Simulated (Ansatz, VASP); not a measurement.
# CeRe3C in two plane-wave programs

Aim: how closely do two programs agree when they are given the same cell, functional and k mesh? The cell is invented: As first built, before any earlier steps moved the atoms (in the runner's words): it takes the CeRh3C structure with some of its atoms replaced by other elements, volume scaled by an estimate. It may not be a known or stable phase. The cell is taken from a series of VASP runs on this material, whose earlier steps may have relaxed, scaled or displaced it; both programs get it as it stands.

Program: Ansatz 0.2.0. Level of theory: plane waves, with VASP 6.6.1 beside it; relaxation of cell and atoms at PBE. Results are calculated unless marked as measured.

In doubt: a part-filled 4f shell, where there is one, can sit in one of many states, so energies may not be the lowest and differences between runs may mislead; derivatives with an open 4f shell can jump between states, which bears on forces and vibrations.

## (1) The starting structure

It takes space group Pm-3m (No. 221, cubic). Conventional cell: a = 4.239 Å, b = 4.239 Å, c = 4.239 Å, α = 90.00°, β = 90.00°, γ = 90.00°. Nearest to Re lie 2 C at 2.12 Å and 4 Ce at 3.00 Å and 8 Re at 3.00 Å. Ce has 12 Re at 3.00 Å and 8 C at 3.67 Å nearest. C has 6 Re at 2.12 Å and 8 Ce at 3.67 Å nearest. As first built, before any earlier steps moved the atoms (in the runner's words): sites of the CeRh3C structure (space group 221) filled with other elements, volume scaled by an estimate. Farther neighbours are not listed.

## (2) VASP: relaxation of cell and atoms, PBE

The relaxed volume is the usual yardstick between codes: its relative difference is about their pressure difference at one cell divided by the bulk modulus.

Lines of VASP's logs that name or quote its potential files are left out, and so is its time.

File INCAR:

```
SYSTEM = CeRe3C
PREC = Accurate
ENCUT = 520
EDIFF = 1E-06
NELM = 100
ISMEAR = -1
SIGMA = 0.05
LREAL = .FALSE.
ALGO = Normal
GGA = PE
ISPIN = 2
MAGMOM = 1 1 1 1 0
LMAXMIX = 6
LORBIT = 11
LWAVE = .FALSE.
LCHARG = .FALSE.
KPAR = 2
IBRION = 2
NSW = 60
ISIF = 3
EDIFFG = -0.01
```

File POSCAR:

```
CeRe3C
1.0
    4.2393767378      0.0000000000      0.0000000000
    0.0000000000      4.2393767378      0.0000000000
    0.0000000000      0.0000000000      4.2393767378
Re Ce C
3 1 1
Direct
    0.0000000000      0.5000000000      0.5000000000
    0.5000000000      0.5000000000      0.0000000000
    0.5000000000      0.0000000000      0.5000000000
    0.0000000000      0.0000000000      0.0000000000
    0.5000000000      0.5000000000      0.5000000000
```

File KPOINTS:

```
Automatic mesh
0
Gamma
5 5 5
0 0 0
```

PAW data sets: Re, Ce and C (PBE family, release 64).

Command:

```sh
$ mpirun -np 2 vasp_std
```

Numbers of over 12 decimals in the logs are rounded to 6 here.

The log of the run:

```text
[banner, memory and clock lines left out]
running    2 mpi-ranks, on    1 nodes
 distrk:  each k-point on    1 cores,    2 groups
 distr:  one band on    1 cores,    1 groups

 POSCAR found type information on POSCAR ReCeC
 POSCAR found :  3 types and       5 ions
 LDA part: xc-table for (Slater+PW92), standard interpolation
 POSCAR, INCAR and KPOINTS ok, starting setup
 FFT: planning ... GRIDC
 FFT: planning ... GRID_SOFT
 FFT: planning ... GRID
 WAVECAR not read
 entering main loop
       N       E                     dE             d eps       ncg     rms          rms(c)
DAV:   1     0.266158308162E+03    0.26616E+03   -0.15977E+04  1648   0.201E+03
DAV:   2     0.448125051631E+00   -0.26571E+03   -0.25256E+03  1856   0.700E+02
DAV:   3    -0.452286219260E+02   -0.45677E+02   -0.43917E+02  1784   0.190E+02
DAV:   4    -0.537083425939E+02   -0.84797E+01   -0.81365E+01  1904   0.991E+01
DAV:   5    -0.560509262255E+02   -0.23426E+01   -0.22747E+01  1920   0.393E+01    0.600E+01
DAV:   6    -0.565799773746E+02   -0.52905E+00   -0.14904E+02  1920   0.145E+02    0.173E+01
DAV:   7    -0.512457779100E+02    0.53342E+01   -0.24804E+01  1904   0.531E+01    0.127E+01
DAV:   8    -0.551922060164E+02   -0.39464E+01   -0.35914E+01  1824   0.293E+01    0.340E+01
DAV:   9    -0.508346963473E+02    0.43575E+01   -0.67687E+01  1808   0.624E+01    0.476E+00
DAV:  10    -0.513281510634E+02   -0.49345E+00   -0.58038E+00  1912   0.177E+01    0.148E+00
DAV:  11    -0.513659265088E+02   -0.37775E-01   -0.68786E-01  1888   0.627E+00    0.134E+00
DAV:  12    -0.513529543230E+02    0.12972E-01   -0.14279E-01  1920   0.322E+00    0.912E-01
DAV:  13    -0.513692275395E+02   -0.16273E-01   -0.61670E-02  1920   0.178E+00    0.119E+00
DAV:  14    -0.513570392946E+02    0.12188E-01   -0.30258E-02  1912   0.217E+00    0.916E-01
[...]
DAV:  24    -0.513460578674E+02   -0.11680E-04   -0.14526E-04  1816   0.960E-02    0.170E-02
DAV:  25    -0.513460680123E+02   -0.10145E-04   -0.67870E-05  1696   0.597E-02    0.261E-02
DAV:  26    -0.513460730955E+02   -0.50832E-05   -0.33660E-05  1480   0.356E-02    0.298E-02
DAV:  27    -0.513460736566E+02   -0.56108E-06   -0.19027E-05  1440   0.298E-02    0.297E-02
DAV:  28    -0.513460708320E+02    0.28247E-05   -0.12243E-05  1416   0.240E-02    0.280E-02
DAV:  29    -0.513460688063E+02    0.20257E-05   -0.69820E-06  1400   0.218E-02    0.226E-02
DAV:  30    -0.513460671362E+02    0.16701E-05   -0.53240E-06  1320   0.216E-02    0.179E-02
DAV:  31    -0.513460669671E+02    0.16903E-06   -0.14925E-06  1152   0.160E-02
   1 F= -.51346067E+02 E0= -.51311217E+02  d E =-.513461E+02  mag=     0.0041
 curvature:   0.00 expect dE= 0.000E+00 dE for cont linesearch  0.000E+00
 trial: gam= 0.00000 g(F)=  0.000E+00 g(S)=  0.552E-07 ort = 0.000E+00 (trialstep = 0.100E+01)
 search vector abs. value=  0.553E-07
 reached required accuracy - stopping structural energy minimisation
```

OUTCAR, selected parts (step 2):

```text
ion  position               nearest neighbor table
   1  0.000  0.500  0.500-   5 2.12   5 2.12   4 3.00   2 3.00   2 3.00   4 3.00   3 3.00   4 3.00
                             4 3.00   2 3.00   3 3.00   3 3.00   2 3.00   3 3.00
   2  0.500  0.500  0.000-   5 2.12   5 2.12   4 3.00   1 3.00   1 3.00   3 3.00   3 3.00   3 3.00
                             4 3.00   3 3.00   1 3.00   4 3.00   1 3.00   4 3.00
   3  0.500  0.000  0.500-   5 2.12   5 2.12   4 3.00   1 3.00   2 3.00   4 3.00   1 3.00   2 3.00
                             2 3.00   2 3.00   1 3.00   4 3.00   4 3.00   1 3.00
   4  0.000  0.000  0.000-   1 3.00   2 3.00   3 3.00   1 3.00   3 3.00   1 3.00   2 3.00   1 3.00
                             2 3.00   3 3.00   3 3.00   2 3.00
   5  0.500  0.500  0.500-   1 2.12   2 2.12   3 2.12   2 2.12   3 2.12   1 2.12

  LATTYP: Found a simple cubic cell.
 ALAT       =     4.2393767378

 Subroutine GETGRP returns: Found 48 space group operations
 (whereof 48 operations were pure point group operations)

The static configuration has the point symmetry O_h .

 Found     10 irreducible k-points:

   k-points           NKPTS =     10   k-points in BZ     NKDIM =     10   number of bands    NBANDS=     24

   dimension x,y,z NGX =    32 NGY =   32 NGZ =   32
   dimension x,y,z NGXF=    64 NGYF=   64 NGZF=   64

   ENCUT  =  520.0 eV  38.22 Ry    6.18 a.u.   7.88  7.88  7.88*2*pi/ulx,y,z

   NELECT =      37.0000    total number of electrons

 k-points in reciprocal lattice and weights: Automatic mesh
   0.00000000  0.00000000  0.00000000       0.008
   0.20000000  0.00000000  0.00000000       0.048
   0.40000000  0.00000000  0.00000000       0.048
   0.20000000  0.20000000  0.00000000       0.096
   0.40000000  0.20000000  0.00000000       0.192
   0.40000000  0.40000000  0.00000000       0.096
   0.20000000  0.20000000  0.20000000       0.064
   0.40000000  0.20000000  0.20000000       0.192
   0.40000000  0.40000000  0.20000000       0.192
   0.40000000  0.40000000  0.40000000       0.064

 average (electrostatic) potential at core
       1 -38.7892       2 -38.7892       3 -38.7892       4 -74.9157       5 -47.3055

 E-fermi :   8.1654

 spin component 1
 k-point     1 :       0.0000    0.0000    0.0000
  band No.  band energies     occupation
    ...
     13       5.4634      1.00000
     14       5.4634      1.00000
     15       7.3605      1.00000
     16       7.3605      1.00000
     17       7.3605      1.00000
     18       8.7323      0.00001
     19       8.7323      0.00001
     20       9.4702      0.00000
     21       9.4702      0.00000
     22       9.4703      0.00000
    ...

 k-point     2 :       0.2000    0.0000    0.0000
  band No.  band energies     occupation
    ...
     13       5.6497      1.00000
     14       5.6497      1.00000
     15       6.9570      1.00000
     16       7.6406      0.99997
     17       7.6406      0.99997
     18       8.5911      0.00020
     19       8.6779      0.00004
     20       9.4518      0.00000
     21       9.5483      0.00000
     22       9.5485      0.00000
    ...

 k-point     3 :       0.4000    0.0000    0.0000
  band No.  band energies     occupation
    ...
     15       6.2470      1.00000
     16       7.6534      0.99996
     17       7.8766      0.99691
     18       8.1227      0.70172
     19       8.1227      0.70172
     20       9.1478      0.00000
     21       9.7498      0.00000
     22       9.7498      0.00000
     23       9.7816      0.00000
     24       9.9390      0.00000

 k-point     4 :       0.2000    0.2000    0.0000
  band No.  band energies     occupation
    ...
     14       5.8675      1.00000
     15       6.9461      1.00000
     16       7.6263      0.99998
     17       7.8327      0.99871
     18       8.1201      0.71240
     19       8.3736      0.01533
     20       9.3411      0.00000
     21       9.5819      0.00000
     22       9.6231      0.00000
     23       9.6534      0.00000
    ...

 k-point     5 :       0.4000    0.2000    0.0000
  band No.  band energies     occupation
    ...
     15       6.6801      1.00000
     16       7.2363      1.00000
     17       7.3049      1.00000
     18       8.0594      0.89296
     19       8.0771      0.85411
     20       8.9796      0.00000
     21       9.6353      0.00000
     22       9.7426      0.00000
     23       9.7792      0.00000
     24       9.8274      0.00000

 k-point     6 :       0.4000    0.4000    0.0000
  band No.  band energies     occupation
    ...
     15       6.6890      1.00000
     16       7.0388      1.00000
     17       7.2333      1.00000
     18       7.7949      0.99940
     19       8.0697      0.87150
     20       8.4037      0.00844
     21       8.9869      0.00000
     22       9.6138      0.00000
     23       9.6290      0.00000
     24       9.6367      0.00000

  Total        0.0013814      0.0013814      0.0013814     -0.0000000      0.0000000      0.0000000
  in kB        0.0290480      0.0290480      0.0290480     -0.0000000      0.0000000      0.0000000
  external PRESSURE =       0.0290480 kB  Pullay stress =       0.0000000 kB

  energy-cutoff  :      520.00
  volume of cell :       76.19
      direct lattice vectors                 reciprocal lattice vectors
     4.239376738  0.000000000  0.000000000     0.235883731  0.000000000  0.000000000
     0.000000000  4.239376738  0.000000000     0.000000000  0.235883731  0.000000000
     0.000000000  0.000000000  4.239376738     0.000000000  0.000000000  0.235883731

 POSITION                                       TOTAL-FORCE (eV/Angst)
 -----------------------------------------------------------------------------------
      0.00000      2.11969      2.11969         0.000000      0.000000      0.000000
      2.11969      2.11969      0.00000         0.000000      0.000000      0.000000
      2.11969      0.00000      2.11969         0.000000      0.000000      0.000000
      0.00000      0.00000      0.00000         0.000000      0.000000      0.000000
      2.11969      2.11969      2.11969         0.000000      0.000000      0.000000
 -----------------------------------------------------------------------------------
    total drift:                                0.000000     -0.000000     -0.000000

  FREE ENERGIE OF THE ION-ELECTRON SYSTEM (eV)
  ---------------------------------------------------
  free  energy   TOTEN  =       -51.3460669671 eV

  energy  without entropy=      -51.2763671725  energy(sigma->0) =      -51.31121707

 reached required accuracy - stopping structural energy minimisation

 total charge
# of ion       s       p       d       f       tot
--------------------------------------------------
    1        0.571   0.513   4.910   0.000   5.994
    2        0.571   0.513   4.910   0.000   5.994
    3        0.571   0.513   4.910   0.000   5.994
    4        2.074   5.671   1.255   1.008  10.008
    5        0.865   1.578   0.000   0.000   2.443
--------------------------------------------------
tot          4.652   8.786  15.986   1.008  30.433

 magnetization (x)
# of ion       s       p       d       f       tot
--------------------------------------------------
    1        0.000   0.000   0.001   0.000   0.001
    2        0.000   0.000   0.001   0.000   0.001
    3        0.000   0.000   0.001   0.000   0.001
    4        0.000   0.000   0.000   0.001   0.001
    5       -0.000  -0.000   0.000   0.000  -0.000
--------------------------------------------------
tot          0.000   0.000   0.003   0.001   0.004

[... 6 further parts left out ...]
```

Without U or exact exchange, f electrons of an open shell come out too delocalised. The data set Re keeps the semicore shell frozen, which is cheaper and a little less accurate.

[end of part 1 of 2]

[Lines on the potential files, build, host, timing and source positions are cut from VASP's logs without a mark.]

[Logs are printed without paths, hosts, clocks, repeated set-up lines and the standing remarks that a program may print on its own settings, such as how far it seeks lower states.]

[Hosts, paths, dates, database ids (printed as entryN), source tags and the programs' standing remarks are cut or masked in the printed files.]
